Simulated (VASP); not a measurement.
Consider the following.

```xyz
4
Lattice="4.6102 0.0000 0.0000 0.0000 3.0574 0.0000 0.0000 0.0000 4.8497" Properties=species:S:1:pos:R:3 pbc="T T T"
Mg     3.4577     1.5287     0.9554
Mg     1.1526     1.5287     3.8943
Zn     3.4577     3.0574     3.2982
Zn     1.1526     3.0574     1.5516
```

All values below come from PBEsol GGA, VASP's PBE PAW potentials (set 64) (plane waves; VASP 6.6.1). Settings: 400 eV cut-off, Gaussian smearing of 0.050 eV, potentials Mg Zn.

Problem. Predict the band gap (along the path) with the smallest direct gap where there is one.

Solution. 
```
Item                                                          Value
-------------------------  ----------------------------------------
band gap (along the path)  none (metal, semimetal or under 0.01 eV)
```

Only differences to runs with the same potentials and settings are physical.

The structure comes from a computed database's MgZn entry (Pmma); how it stands against other phases isn't given here. It was relaxed first.
